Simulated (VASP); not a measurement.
Crystal: Bi.

```
CELL_PARAMETERS angstrom
2.26750 1.30914 3.93800
-2.26750 1.30914 3.93800
0.00000 -2.61828 3.93800
ATOMIC_POSITIONS crystal
Bi 0.23400 0.23400 0.23400
Bi 0.76600 0.76600 0.76600
```

| Quantity | Value |
| --- | --- |
| Program | VASP 6.6.1 |
| Task | relaxation of cell and atoms |
| Functional | PBEsol |
| Potentials or basis | VASP PAW PBE potentials, release 64 (Bi) |
| Cutoff | 580 eV |
| k mesh | 12 × 12 × 12 |
| Occupations | gaussian, width 0.1 eV |
| Spin | no spin polarisation |

At the start: pressure -0.1 GPa; volume 35.07 Å³/atom.

Task: How do energy, volume and symmetry change on relaxing?

Result: Over 8 steps the energy falls by 3.6 meV/atom and the volume is 34.43 Å³/atom (-1.8 %); space group R-3m (No. 166, to 0.05 Å).

Step by step:
```
step  energy change (eV)  largest force (eV/Å)  pressure (GPa)  volume (Å³)
   1              0.0000                0.1897           -0.13        70.14
   2             -0.0032                0.1304           -0.11        69.84
   3             -0.0060                0.0170           -0.02        69.06
   4             -0.0061                0.0006           -0.04        69.16
   5             -0.0067                0.0066            0.03        68.98
   6             -0.0070                0.0134            0.14        68.71
   7             -0.0068                0.0215           -0.25        69.15
   8             -0.0071                0.0017            0.01        68.86
```

Final structure:
```cif
data_structure
_symmetry_space_group_name_H-M 'P 1'
_symmetry_Int_Tables_number 1
_cell_length_a 4.6755
_cell_length_b 4.6755
_cell_length_c 4.6755
_cell_angle_alpha 57.941
_cell_angle_beta 57.941
_cell_angle_gamma 57.941
_cell_volume 68.86
loop_
_atom_site_label
_atom_site_type_symbol
_atom_site_fract_x
_atom_site_fract_y
_atom_site_fract_z
_atom_site_occupancy
Bi1 Bi 0.23706 0.23706 0.23706 1
Bi2 Bi 0.76294 0.76294 0.76294 1
```

Caveat: the PAW data sets were made with another functional, which shifts forces and pressure a little.
